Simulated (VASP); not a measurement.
Calculation: PBEsol GGA, VASP's PBE PAW potentials (set 64) (plane waves; VASP).

VASP input:

INCAR:
```
NEDOS = 601
ALGO = Normal
LREAL = .FALSE.
LMAXMIX = 6   # l cut-off of mixed one-centre charges
ISMEAR = -5
ENCUT = 520
NELM = 100   # most electronic steps
LCHARG = .TRUE.
SYSTEM = La2O3
ISIF = 2   # forces and stress, cell fixed
GGA = PS   # PBEsol
LWAVE = .FALSE.
LASPH = .TRUE.
EDIFF = 1E-7
LEFG = .TRUE.
PREC = Accurate
LORBIT = 11   # lm-projected
```

### KPOINTS
```
Automatic mesh
0
Gamma
7 7 4
0 0 0
```

POSCAR:
```
La2O3
1
    1.9519025002    -3.3807942133    -0.0000000000
    1.9519025002     3.3807942133     0.0000000000
    0.0000000000    -0.0000000000     6.0414269044
La O
2 3
Direct
  0.3333330000   0.6666670000   0.2454697034
  0.6666670000   0.3333330000   0.7545302966
  0.0000000000   0.0000000000   0.0000000000
  0.3333330000   0.6666670000   0.6457239254
  0.6666670000   0.3333330000   0.3542760746
```

POTCAR, in this order: La O (PBE.64 set). Program: vasp_std.

The resulting files:

OSZICAR:
```
       N       E                     dE             d eps       ncg     rms          rms(c)
DAV:   1     0.473851147349E+03    0.47385E+03   -0.15844E+04  1368   0.259E+03
DAV:   2     0.967791005209E+02   -0.37707E+03   -0.37142E+03  1928   0.415E+02
DAV:   3    -0.297482117530E+02   -0.12653E+03   -0.12593E+03  2520   0.224E+02
DAV:   4    -0.476868544731E+02   -0.17939E+02   -0.17929E+02  2360   0.948E+01
DAV:   5    -0.487826143037E+02   -0.10958E+01   -0.10952E+01  2552   0.279E+01    0.140E+01
DAV:   6    -0.438673210024E+02    0.49153E+01   -0.44086E+01  2096   0.413E+01    0.751E+00
DAV:   7    -0.437623394132E+02    0.10498E+00   -0.46501E+00  2528   0.230E+01    0.355E+00
DAV:   8    -0.437154631726E+02    0.46876E-01   -0.47243E-01  2368   0.609E+00    0.124E+00
DAV:   9    -0.437073910993E+02    0.80721E-02   -0.72039E-02  2496   0.233E+00    0.376E-01
DAV:  10    -0.437086061264E+02   -0.12150E-02   -0.27575E-02  2184   0.122E+00    0.172E-01
DAV:  11    -0.437092915975E+02   -0.68547E-03   -0.77897E-03  2480   0.737E-01    0.129E-01
DAV:  12    -0.437093636886E+02   -0.72091E-04   -0.17226E-03  2440   0.312E-01    0.570E-02
DAV:  13    -0.437093701254E+02   -0.64368E-05   -0.77399E-04  2424   0.198E-01    0.208E-02
DAV:  14    -0.437093781865E+02   -0.80611E-05   -0.77031E-05  2656   0.847E-02    0.935E-03
DAV:  15    -0.437093805039E+02   -0.23174E-05   -0.88717E-06  2640   0.215E-02    0.741E-03
DAV:  16    -0.437093808094E+02   -0.30543E-06   -0.13619E-05  2456   0.259E-02    0.207E-03
DAV:  17    -0.437093809794E+02   -0.17002E-06   -0.12437E-06  2464   0.940E-03    0.184E-03
DAV:  18    -0.437093810422E+02   -0.62806E-07   -0.72034E-07  2224   0.591E-03
   1 F= -.43709381E+02 E0= -.43709381E+02  d E =0.000000E+00
```

### OUTCAR
```
------------------------ aborting loop because EDIFF is reached ----------------------------------------
  FORCE on cell =-STRESS in cart. coord.  units (eV):
  Direction    XX          YY          ZZ          XY          YZ          ZX
  --------------------------------------------------------------------------------------
  Total       -0.0039378     -0.0039378     -0.0252287      0.0000000     -0.0000000      0.0000000
  in kB       -0.0791248     -0.0791248     -0.5069438      0.0000000     -0.0000000      0.0000000
  external PRESSURE =      -0.2217311 kB  Pullay stress =       0.0000000 kB
  volume of cell :       79.73
      direct lattice vectors                 reciprocal lattice vectors
     1.951902500 -3.380794213  0.000000000     0.256160336 -0.147894243  0.000000000
     1.951902500  3.380794213  0.000000000     0.256160336  0.147894243  0.000000000
     0.000000000  0.000000000  6.041426904     0.000000000  0.000000000  0.165523810
 POSITION                                       TOTAL-FORCE (eV/Angst)
 -----------------------------------------------------------------------------------
      1.95190      1.12693      1.48299        -0.000000     -0.000000     -0.002681
      1.95190     -1.12693      4.55844        -0.000000      0.000000      0.002681
      0.00000      0.00000      0.00000        -0.000000      0.000000      0.000000
      1.95190      1.12693      3.90109         0.000000     -0.000000      0.010711
      1.95190     -1.12693      2.14033         0.000000      0.000000     -0.010711
 -----------------------------------------------------------------------------------
    total drift:                                0.000000      0.000000      0.000000
  FREE ENERGIE OF THE ION-ELECTRON SYSTEM (eV)
  ---------------------------------------------------
  free  energy   TOTEN  =       -43.7093810422 eV

  energy  without entropy=      -43.7093810422  energy(sigma->0) =      -43.70938104

 total charge

# of ion       s       p       d       f       tot
--------------------------------------------------
    1        2.038   5.681   0.673   0.253   8.644
    2        2.038   5.681   0.673   0.253   8.644
    3        1.553   3.369   0.000   0.000   4.922
    4        1.567   3.453   0.000   0.000   5.020
    5        1.567   3.453   0.000   0.000   5.020
--------------------------------------------------
tot          8.762  21.636   1.345   0.506  32.249
```
(Selected blocks of OUTCAR.)

OUTCAR:
```
 val. band max:        6.0554653305   @ k =   0.4286   0.0000   0.5000

 cond. band min:       9.9346611875   @ k =   0.4286   0.0000   0.0000


 Fermi energy:         6.0933956340

 k-point     1 :       0.0000    0.0000    0.0000
  band No.  band energies     occupation
      1     -23.6138      2.00000
      2     -23.3295      2.00000
      3     -10.9122      2.00000
      4      -9.5755      2.00000
      5      -9.1352      2.00000
      6      -7.0784      2.00000
      7      -7.0784      2.00000
      8      -6.8118      2.00000
      9      -6.8118      2.00000
     10      -6.6887      2.00000
     11      -5.9384      2.00000
     12       3.5691      2.00000
     13       3.5691      2.00000
     14       3.8021      2.00000
     15       3.8021      2.00000
     16       3.9387      2.00000
     17       4.3193      2.00000
     18       5.6465      2.00000
     19       5.6465      2.00000
     20       5.9272      2.00000
     21      10.3898      0.00000
     22      10.6641      0.00000
     23      10.6642      0.00000
     24      11.3292      0.00000

 k-point     2 :       0.1429    0.0000    0.0000
  band No.  band energies     occupation
      1     -23.5746      2.00000
      2     -23.3141      2.00000
      3     -10.9047      2.00000
      4      -9.9547      2.00000
      5      -9.4100      2.00000
      6      -7.1676      2.00000
      7      -6.8394      2.00000
      8      -6.8017      2.00000
      9      -6.7404      2.00000
     10      -6.6323      2.00000
     11      -5.8850      2.00000
     12       3.5103      2.00000
     13       3.7647      2.00000
     14       3.8434      2.00000
     15       3.9590      2.00000
     16       4.0226      2.00000
     17       4.8209      2.00000
     18       5.3591      2.00000
     19       5.6394      2.00000
     20       5.8586      2.00000
     21      10.5097      0.00000
     22      10.7138      0.00000
     23      10.8361      0.00000
     24      11.4031      0.00000
...
```

The compound is La2O3 in the a-type structure. It was relaxed first.
